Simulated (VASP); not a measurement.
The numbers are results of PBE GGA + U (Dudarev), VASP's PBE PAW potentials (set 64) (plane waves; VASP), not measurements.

Input for VASP

File KPOINTS:
```
K-points
0
gamma
13 13 13
0 0 0
```

### INCAR
```
SYSTEM=TiC
PREC=Accurate; ENCUT=520; LREAL=.FALSE.
LASPH=.TRUE.
EDIFF=1E-6; NELM=100; ALGO=Normal
LMAXMIX=4
ISMEAR=1; SIGMA=0.1
GGA=PE
LDAUL=2 -1
LDAUU=2.0 0
LDAUJ=0 0
LDAU=.TRUE.; LDAUTYPE=2; LDAUPRINT=1
ISIF=2
LWAVE=.FALSE.; LCHARG=.FALSE.; LORBIT=10
```

**POSCAR**
```
TiC
1
    0.0000000000     2.1650000000     2.1650000000
    2.1650000000     0.0000000000     2.1650000000
    2.1650000000     2.1650000000     0.0000000000
Ti C
1 1
Direct
  0.0000000000   0.0000000000   0.0000000000
  0.5000000000   0.5000000000   0.5000000000
```

POTCAR, in this order: Ti_sv C (PBE.64 set). Program: vasp_std.

Q: What will the output report for the number of irreducible k-points (NKPTS), number of bands (NBANDS), largest plane-wave count, number of space-group operations, FFT grid (NGX, NGY, NGZ)?

A: 
| Quantity | Value |
|---|---|
| number of irreducible k-points (NKPTS) | 84 |
| number of bands (NBANDS) | 12 |
| largest plane-wave count | 559 |
| number of space-group operations | 48 |
| FFT grid (NGX, NGY, NGZ) | 24 × 24 × 24 |

The compound is TiC in the rock salt structure. The cell was not relaxed at this level. The run is one of a series of settings (LDAU = .TRUE., LDAUJ = 0 0, LDAUL = 2 -1, LDAUTYPE = 2, LDAUU = 2.0 0 against the base run), some of them coarse on purpose.
